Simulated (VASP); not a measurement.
A convergence study with VASP on BeS (zinc blende): one setting is varied, all else stays as given below, so the limit is that of these other settings. Each run relaxes cell and ions from the cell shown. The basis is that of the starting cell, so low cut-offs carry a Pulay error.

```xyz
2
Lattice="0.0000 2.4350 2.4350 2.4350 0.0000 2.4350 2.4350 2.4350 0.0000" Properties=species:S:1:pos:R:3 pbc="T T T"
Be     0.0000     0.0000     0.0000
S      1.2175     1.2175     1.2175
```

Level of theory: PBE GGA, VASP's PBE PAW potentials (set 64) (plane waves; VASP). The tightest run used: 700 eV cut-off, 8×8×8 Γ-centred mesh, Gaussian smearing of 0.050 eV, potentials Be S.

Gaps are read on the run's mesh, which can miss a band edge.

**Question.** The settings run are ENCUT = 150; ENCUT = 200; ENCUT = 250; ENCUT = 300; ENCUT = 350; ENCUT = 400; ENCUT = 450; ENCUT = 500; ENCUT = 550; ENCUT = 600; ENCUT = 650; ENCUT = 700. From which on does the relaxed volume stay within 0.1 Å³/atom of the tightest run?

**Answer.** From ENCUT = 300 on: it is off by 0.030 there and by no more than 0.1 in any finer run, while ENCUT = 250 is off by 0.196.
```csv
setting,relaxed volume (Å³/atom),E (eV/atom),gap on the mesh (eV),plane waves,difference judged (Å³/atom)
ENCUT = 150,12.961,-5.0686,2.868,126,1.537
ENCUT = 200,13.816,-4.9838,3.050,200,0.682
ENCUT = 250,14.302,-5.0012,3.124,273,0.196
ENCUT = 300,14.468,-5.0040,3.146,360,0.030
ENCUT = 350,14.499,-5.0054,3.147,445,0.001
ENCUT = 400,14.496,-5.0059,3.146,544,0.002
ENCUT = 450,14.491,-5.0063,3.146,638,0.007
ENCUT = 500,14.492,-5.0066,3.146,754,0.006
ENCUT = 550,14.495,-5.0067,3.147,877,0.003
ENCUT = 600,14.498,-5.0068,3.147,982,0.000
ENCUT = 650,14.499,-5.0068,3.147,1106,0.001
ENCUT = 700,14.498,-5.0069,3.147,1243,0.000
```

Left out are rungs that failed or repeat a setting and relaxations that didn't move; long series are thinned to 24 rows.

The compound is BeS in the zinc blende structure.
